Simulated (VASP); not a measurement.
Computed with PBE GGA with D4 dispersion, VASP's PBE PAW potentials (set 64) (plane waves; VASP).

The input files of a VASP run:

### KPOINTS
```
k-points along high-symmetry lines
15
Line-mode
Reciprocal
  0.000000   0.000000   0.000000 ! GAMMA
 -0.500000  -0.500000   0.000000 ! X

 -0.500000  -0.500000   0.000000 ! X
 -0.375000  -0.375000   0.250000 ! U

 -0.375000  -0.000000   0.375000 ! K
  0.000000   0.000000   0.000000 ! GAMMA

  0.000000   0.000000   0.000000 ! GAMMA
 -0.000000   0.000000   0.500000 ! L

 -0.000000   0.000000   0.500000 ! L
 -0.500000  -0.250000   0.250000 ! W

 -0.500000  -0.250000   0.250000 ! W
 -0.500000  -0.500000   0.000000 ! X
```

INCAR:
```
# general
SYSTEM  = GaP
PREC    = Accurate
ENCUT   = 520
LREAL   = .False.   # projection in real space or not
LASPH   = .True.   # aspherical one-centre terms
ICHARG  = 11

# electronic loop
EDIFF   = 1E-7
NELM    = 100   # most electronic steps
ALGO    = Normal   # blocked Davidson
LMAXMIX = 4   # l cut-off of mixed one-centre charges

# smearing
ISMEAR  = 0
SIGMA   = 0.05

# functional
GGA     = PE   # PBE
IVDW    = 13   # D4

# output
LWAVE   = .False.
LCHARG  = .False.
LORBIT  = 11   # lm-projected
```

POSCAR:
```
GaP
1
   -0.0000000000     2.7163308876     2.7163308876
    2.7163308876    -0.0000000000     2.7163308876
    2.7163308876     2.7163308876    -0.0000000000
Ga P
1 1
Direct
  0.0000000000   0.0000000000   0.0000000000
  0.2500000000   0.2500000000   0.2500000000
```

POTCAR, in this order: Ga_d P (PBE.64 set). Program: vasp_std. Read from the step before: CHGCAR.

Output of the run:

OSZICAR:
```
       N       E                     dE             d eps       ncg     rms          rms(c)
DAV:   1     0.785062748451E+02    0.78506E+02   -0.93765E+03  2404   0.200E+03
DAV:   2    -0.145341541078E+01   -0.79960E+02   -0.76681E+02  2545   0.326E+02
DAV:   3    -0.749530496526E+01   -0.60419E+01   -0.59116E+01  2930   0.730E+01
DAV:   4    -0.760615618823E+01   -0.11085E+00   -0.11076E+00  2866   0.106E+01
DAV:   5    -0.760875499715E+01   -0.25988E-02   -0.25987E-02  2900   0.137E+00
DAV:   6    -0.760890105270E+01   -0.14606E-03   -0.14605E-03  3393   0.282E-01
DAV:   7    -0.760890229478E+01   -0.12421E-05   -0.12421E-05  3022   0.230E-02
DAV:   8    -0.760890236361E+01   -0.68835E-07   -0.68874E-07  2469   0.355E-03
   1 F= -.84434207E+01 E0= -.84434207E+01  d E =-.244166E-12
```

### OUTCAR
```
 val. band max:        4.7526143379   @ k =   0.0000   0.0000   0.0000

 cond. band min:       6.3272283319   @ k =  -0.4286  -0.4286   0.0000



 k-point     1 :       0.0000    0.0000    0.0000
  band No.  band energies     occupation
      1      -9.8146      2.00000
      2      -9.8146      2.00000
      3      -9.8146      2.00000
      4      -9.7118      2.00000
      5      -9.7118      2.00000
      6      -7.8134      2.00000
      7       4.7526      2.00000
      8       4.7526      2.00000
      9       4.7526      2.00000
     10       6.6611      0.00000
     11       8.6398      0.00000
     12       8.6398      0.00000
     13       8.6398      0.00000

 k-point     2 :      -0.0357   -0.0357    0.0000
  band No.  band energies     occupation
      1      -9.8168      2.00000
      2      -9.8138      2.00000
      3      -9.8138      2.00000
      4      -9.7122      2.00000
      5      -9.7116      2.00000
      6      -7.7908      2.00000
      7       4.5453      2.00000
      8       4.6853      2.00000
      9       4.6853      2.00000
     10       6.8597      0.00000
     11       8.5760      0.00000
     12       8.7317      0.00000
     13       8.7317      0.00000

 k-point     3 :      -0.0714   -0.0714    0.0000
  band No.  band energies     occupation
      1      -9.8230      2.00000
      2      -9.8114      2.00000
      3      -9.8114      2.00000
      4      -9.7132      2.00000
      5      -9.7107      2.00000
      6      -7.7234      2.00000
      7       4.0758      2.00000
      8       4.5017      2.00000
      9       4.5017      2.00000
     10       7.2894      0.00000
     11       8.4110      0.00000
     12       8.9891      0.00000
     13       8.9891      0.00000

 k-point     4 :      -0.1071   -0.1071    0.0000
  band No.  band energies     occupation
      1      -9.8325      2.00000
      2      -9.8076      2.00000
      3      -9.8076      2.00000
      4      -9.7150      2.00000
...
```

The density is held fixed in this step, so its total energy and stress have no physical meaning.

The compound is GaP in the zinc blende structure. It was relaxed first.
